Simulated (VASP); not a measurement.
## MgRe3: relaxation of cell and atoms with PBE

Crystal: MgRe3.

```
Mg Re
1.0
     0.00000    3.11453    3.11453
     3.11453    0.00000    3.11453
     3.11453    3.11453    0.00000
Mg Re
1 3
Direct
  0.00000 0.00000 0.00000
  0.25000 0.25000 0.25000
  0.50000 0.50000 0.50000
  0.75000 0.75000 0.75000
```

The cell comes from a database or a generator and needn't be the stable form of this composition.

```json
{
 "Program": "VASP 6.6.1",
 "Task": "relaxation of cell and atoms",
 "Functional": "PBE",
 "Potentials or basis": "VASP PAW PBE potentials, release 64 (Mg, Re)",
 "Cutoff": "600 eV",
 "k mesh": "12 × 12 × 12",
 "Occupations": "gaussian, width 0.1 eV",
 "Spin": "no spin polarisation",
 "Dipole correction": "no",
 "Further INCAR settings": "ALGO = Normal; EDIFF = 1e-06; IBRION = 2; EDIFFG = -0.005; NSW = 100; ISIF = 3"
}
```

```
Relaxed volume                         : 15.05 Å³/atom
Relaxed cell                           : a = 4.399 Å, b = 4.399 Å, c = 4.399 Å, α = 60.00°, β = 60.00°, γ = 60.00°
Space group after relaxing (to 0.05 Å) : Fm-3m (No. 225)
Energy gained by relaxing              : 0.2 meV/atom
Ionic steps                            : 3
Pressure after relaxing                : 0.0 GPa
Band gap on the k mesh                 : none (metal or under the smearing width)
```

The path:
| step | energy change (eV) | largest force (eV/Å) | pressure (GPa) | volume (Å³) |
| --- | --- | --- | --- | --- |
| 1 | 0.0000 | 0.0000 | -0.97 | 60.42 |
| 2 | 0.0039 | 0.0000 | 2.60 | 59.63 |
| 3 | -0.0007 | 0.0000 | 0.00 | 60.20 |

Final structure:
```
Mg Re
1.0
     0.00000    3.11070    3.11070
     3.11070    0.00000    3.11070
     3.11070    3.11070    0.00000
Mg Re
1 3
Direct
  0.00000 0.00000 0.00000
  0.25000 0.25000 0.25000
  0.50000 0.50000 0.50000
  0.75000 0.75000 0.75000
```

Levels at points of the mesh, in eV from the Fermi level:
| k point | band 10 | band 11 | band 12 | band 13 | band 14 | band 15 |
| --- | --- | --- | --- | --- | --- | --- |
| (0.00, 0.00, 0.00) | 1.20 | 1.20 | 1.20 | 1.49 | 1.49 | 2.49 |
| (0.50, 0.00, 0.00) | -1.31 | -1.10 | -1.10 | 1.37 | 1.37 | 1.85 |
| (0.50, 0.50, 0.00) | -1.16 | 0.15 | 0.15 | 0.88 | 1.09 | 1.68 |

It took 93 s on 1 thread of Intel(R) Xeon(R) 6975P-C (Granite Rapids), on a shared host, peak memory 0.26 GiB.

The run has no spin-orbit coupling, so splittings on Re are missing.
